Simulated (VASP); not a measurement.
Computed with revPBE GGA, VASP's PBE PAW potentials (set 64) (plane waves; VASP).

The input files of a VASP run:

File KPOINTS:
```
Automatic mesh
0
Gamma
  13 13 13
0 0 0
```

### POSCAR
```
HfN
1
    0.0000000000     2.2600000000     2.2600000000
    2.2600000000     0.0000000000     2.2600000000
    2.2600000000     2.2600000000     0.0000000000
Hf N
1 1
Direct
  0.0000000000   0.0000000000   0.0000000000
  0.5000000000   0.5000000000   0.5000000000
```

### INCAR
```
SYSTEM = HfN
PREC = Accurate
ENCUT = 520
EDIFF = 1E-6
NELM = 100
ALGO = Normal
LREAL = .FALSE.
LASPH = .TRUE.
ISMEAR = 1
SIGMA = 0.1
GGA = RE
LMAXMIX = 6
LWAVE = .FALSE.
LCHARG = .FALSE.
IBRION = 2
ISIF = 3
NSW = 60
EDIFFG = -0.01
```

POTCAR, in this order: Hf_pv N (PBE.64 set). Program: vasp_std.

The run wrote:

**OSZICAR**
```
       N       E                     dE             d eps       ncg     rms          rms(c)
DAV:   1     0.368048125284E+02    0.36805E+02   -0.82887E+03  1848   0.128E+03
DAV:   2    -0.218128766294E+02   -0.58618E+02   -0.55146E+02  2415   0.249E+02
DAV:   3    -0.238896887021E+02   -0.20768E+01   -0.20642E+01  2405   0.410E+01
DAV:   4    -0.239063198465E+02   -0.16631E-01   -0.16377E-01  2179   0.369E+00
DAV:   5    -0.239065898735E+02   -0.27003E-03   -0.26915E-03  2359   0.345E-01    0.490E+01
DAV:   6    -0.210031610095E+02    0.29034E+01   -0.15165E+01  2160   0.279E+01    0.409E+01
DAV:   7    -0.209556112904E+02    0.47550E-01   -0.65348E-01  2106   0.748E+00    0.262E+01
DAV:   8    -0.209468163828E+02    0.87949E-02   -0.12755E-01  2169   0.336E+00    0.607E+00
DAV:   9    -0.209364664793E+02    0.10350E-01   -0.59814E-02  2197   0.169E+00    0.150E+00
DAV:  10    -0.209360936601E+02    0.37282E-03   -0.22752E-03  2174   0.442E-01    0.317E-01
DAV:  11    -0.209361027400E+02   -0.90799E-05   -0.22578E-04  2286   0.135E-01    0.649E-02
DAV:  12    -0.209360985553E+02    0.41847E-05   -0.16177E-05  2250   0.378E-02    0.345E-02
DAV:  13    -0.209360982280E+02    0.32730E-06   -0.61813E-07  1200   0.870E-03
   1 F= -.20936098E+02 E0= -.20935999E+02  d E =-.209361E+02
       N       E                     dE             d eps       ncg     rms          rms(c)
DAV:   1    -0.211090053728E+02   -0.17291E+00   -0.53146E+00  1848   0.233E+01    0.711E+00
DAV:   2    -0.209608176335E+02    0.14819E+00   -0.26291E-01  1893   0.476E+00    0.327E+00
DAV:   3    -0.209179661166E+02    0.42852E-01   -0.90652E-02  2073   0.282E+00    0.219E+00
DAV:   4    -0.209161430416E+02    0.18231E-02   -0.68961E-03  2330   0.804E-01    0.131E+00
DAV:   5    -0.209160007506E+02    0.14229E-03   -0.67060E-04  2214   0.215E-01    0.118E-01
DAV:   6    -0.209159925835E+02    0.81671E-05   -0.55921E-05  2288   0.719E-02    0.375E-02
DAV:   7    -0.209159926496E+02   -0.66087E-07   -0.24031E-06  1968   0.161E-02
   2 F= -.20915993E+02 E0= -.20915944E+02  d E =0.201056E-01
       N       E                     dE             d eps       ncg     rms          rms(c)
DAV:   1    -0.210261732846E+02   -0.11018E+00   -0.22266E+00  1848   0.151E+01    0.457E+00
DAV:   2    -0.209638444845E+02    0.62329E-01   -0.10439E-01  1902   0.301E+00    0.204E+00
DAV:   3    -0.209459874539E+02    0.17857E-01   -0.36860E-02  2040   0.185E+00    0.135E+00
DAV:   4    -0.209452511945E+02    0.73626E-03   -0.24446E-03  2308   0.489E-01    0.850E-01
DAV:   5    -0.209452211167E+02    0.30078E-04   -0.21751E-04  2197   0.121E-01    0.875E-02
DAV:   6    -0.209452211211E+02   -0.43640E-08   -0.23852E-05  2295   0.444E-02    0.219E-02
DAV:   7    -0.209452200459E+02    0.10752E-05   -0.98208E-07  1305   0.109E-02    0.929E-03
DAV:   8    -0.209452201105E+02   -0.64614E-07   -0.16582E-07  1050   0.420E-03
   3 F= -.20945220E+02 E0= -.20945141E+02  d E =-.912188E-02
```

### OUTCAR
```
------------------------ aborting loop because EDIFF is reached ----------------------------------------
  FORCE on cell =-STRESS in cart. coord.  units (eV):
  Direction    XX          YY          ZZ          XY          YZ          ZX
  --------------------------------------------------------------------------------------
  Total       -0.0086326     -0.0086326     -0.0086326      0.0000000      0.0000000     -0.0000000
  in kB       -0.5861473     -0.5861473     -0.5861473      0.0000000      0.0000000     -0.0000000
  external PRESSURE =      -0.5861473 kB  Pullay stress =       0.0000000 kB
  volume of cell :       23.60
      direct lattice vectors                 reciprocal lattice vectors
    -0.000000000  2.276525698  2.276525698    -0.219632926  0.219632926  0.219632926
     2.276525698  0.000000000  2.276525698     0.219632926 -0.219632926  0.219632926
     2.276525698  2.276525698 -0.000000000     0.219632926  0.219632926 -0.219632926
 POSITION                                       TOTAL-FORCE (eV/Angst)
 -----------------------------------------------------------------------------------
      0.00000      0.00000      0.00000        -0.000000      0.000000      0.000000
      2.27653      2.27653      2.27653         0.000000     -0.000000     -0.000000
 -----------------------------------------------------------------------------------
    total drift:                                0.000000     -0.000000     -0.000000
  FREE ENERGIE OF THE ION-ELECTRON SYSTEM (eV)
  ---------------------------------------------------
  free  energy   TOTEN  =       -20.9452201105 eV

  energy  without entropy=      -20.9449819087  energy(sigma->0) =      -20.94514071

 reached required accuracy - stopping structural energy minimisation
```
(Selected blocks of OUTCAR.)

### CONTCAR
```
HfN
   1.00000000000000
    -0.0000000000000000    2.2765256979766022    2.2765256979766022
     2.2765256979766022    0.0000000000000000    2.2765256979766022
     2.2765256979766022    2.2765256979766022   -0.0000000000000000
  Hf              N
     1     1
Direct
     0.0000000000000000    0.0000000000000000    0.0000000000000000
     0.5000000000000000    0.5000000000000000    0.5000000000000000
```

Energy and stress use the plane-wave basis of the starting cell.

The compound is HfN in the rock salt structure. This run relaxes it. Symmetry was kept, so distortions that lower it aren't found. The electron count is odd and the run is not spin-polarised, which forces a metal.
